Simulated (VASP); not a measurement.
A run of VASP 6.6.1 is set up as follows.

INCAR

```
PREC = Accurate
ENCUT = 520
EDIFF = 1E-6
ISMEAR = 0
SIGMA = 0.1
LREAL = False
LASPH = True
NELM = 60
ALGO = Normal
ISIF = 2
LWAVE = False
LCHARG = False
LDIPOL = True
IDIPOL = 3
DIPOL = 0.5 0.5 0.500
GGA = PE
NBANDS = 15
```

Contents of KPOINTS:

```
regular mesh
0
Gamma
  4 4 1
```

File POSCAR:

```
YP
1.0
    4.6336460000      0.0000000000      0.0000000000
    0.0000000000      4.6336460000      0.0000000000
    0.0000000000      0.0000000000     15.0000000000
Y P
1 1
Direct
    0.5000000000      0.5000000000      0.5001626400
    0.0000000000      0.0000000000      0.4998373600
```

Potentials or basis: VASP PAW PBE potentials, release 64 (Y_sv, P).

Command:

```bash
$ cat potpaw_PBE.64/Y_sv/POTCAR potpaw_PBE.64/P/POTCAR > POTCAR
$ mpirun -np 1 vasp_std > vasp.out
```

(1) What does it give for the band gap on the k mesh?

(2) Estimate the largest force.

Answers

(1) 0.27 eV, indirect (least direct gap 0.56 eV).

(2) 0.010 eV/Å.
